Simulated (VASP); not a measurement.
```
CELL_PARAMETERS angstrom
      0.00000     3.01377     3.01377
      3.01377     0.00000     3.01377
      3.01377     3.01377     0.00000
ATOMIC_POSITIONS crystal
  Mg 0.00000 0.00000 0.00000
  Se 0.25000 0.25000 0.25000
```

Calculation: PBEsol GGA, VASP's PBE PAW potentials (set 64) (plane waves; VASP). Numerical set-up: 400 eV cut-off, 7×7×7 Γ-centred mesh, Gaussian smearing of 0.050 eV, potentials Mg Se.

Energy and stress use the plane-wave basis of the starting cell.

Task: The ions, cell shape and volume are relaxed. Give the cell that the relaxation ends in.

Result: 
```
CELL_PARAMETERS angstrom
      0.00000     2.96797     2.96797
      2.96797     0.00000     2.96797
      2.96797     2.96797     0.00000
ATOMIC_POSITIONS crystal
  Mg 0.00000 0.00000 0.00000
  Se 0.25000 0.25000 0.25000
```
Space group F-43m (216), at a tolerance of 0.03 Å.

Task: How do energy and volume change from the first to the last step?

Result: The energy (σ→0) changes by -8.0 meV/atom and the volume by -4.5 %, in 3 ionic steps.

The structure was generated: MgSe was put into the zinc blende type (F-43m), which need not be its known phase. This run relaxes it. Symmetry was kept, so distortions that lower it aren't found.
